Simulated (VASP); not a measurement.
An input for Quantum ESPRESSO's pw.x (written as the equivalent of a VASP run, and not itself run):

```
&CONTROL
  calculation = 'scf'
  pseudo_dir = './pseudo'
  outdir = './out'
  tprnfor = .true.
  tstress = .false.
/
&SYSTEM
  ibrav = 0
  nat = 2
  ntyp = 2
  ecutwfc = 74
  occupations = 'smearing'
  smearing = 'fermi-dirac'
  degauss = 0.00147
  input_dft = 'pbe0'
  nqx1 = 5
  nqx2 = 5
  nqx3 = 5
/
&ELECTRONS
  conv_thr = 7.3e-08
  electron_maxstep = 100
/
ATOMIC_SPECIES
  K 39.098 K.upf
  Br 79.904 Br.upf
CELL_PARAMETERS angstrom
     0.0000000    3.2945400    3.2945400
     3.2945400    0.0000000    3.2945400
     3.2945400    3.2945400    0.0000000
ATOMIC_POSITIONS crystal
  K    0.0100950 -0.0066720  0.0080470
  Br   0.4899050  0.5066720  0.4919530
K_POINTS automatic
  5 5 5 0 0 0
```

Task: Translate this input to VASP (INCAR, KPOINTS, POSCAR, choice of POTCAR).

Result: One answer among several that fit: 
File KPOINTS:
```
Regular mesh
0
gamma
5 5 5
```

### INCAR
```
SYSTEM = KBr
PREC = Accurate
ENCUT = 345
EDIFF = 1E-6
NELM = 100
ALGO = Normal
LREAL = .FALSE.
LASPH = .TRUE.
ISMEAR = -1
SIGMA = 0.02
GGA = PE
AEXX = 0.25
HFRCUT = -1
LHFCALC = .TRUE.
PRECFOCK = Fast
ISYM = 3
LMAXMIX = 4
LWAVE = .FALSE.
LCHARG = .FALSE.
ISIF = 2
```

### POSCAR
```
KBr
1.0
  0.0000000000   3.2945400000   3.2945400000
  3.2945400000   0.0000000000   3.2945400000
  3.2945400000   3.2945400000   0.0000000000
K Br
1 1
Cart
  0.0045299925   0.0597695447   0.0112772104
  3.2900100075   3.2347704553   3.2832627896
```

POTCAR, in this order: K_sv Br (PBE.64 set). Program: vasp_std.

The two are equivalent in intent, not identical: the potentials are each code's own (VASP's PAW set, PseudoDojo norm-conserving files in pw.x), so ENCUT and ecutwfc are chosen apart and not converted; conv_thr bounds pw.x's estimated SCF error, while EDIFF bounds the energy change between steps; the singularity of exact exchange is treated differently by default.

The structure comes from a computed database's KBr entry; how it stands against other phases isn't given here. The cell was not relaxed at this level, atoms are displaced from their ideal sites. The run is one of a series of settings (ENCUT = 345 against the base run), some of them coarse on purpose.
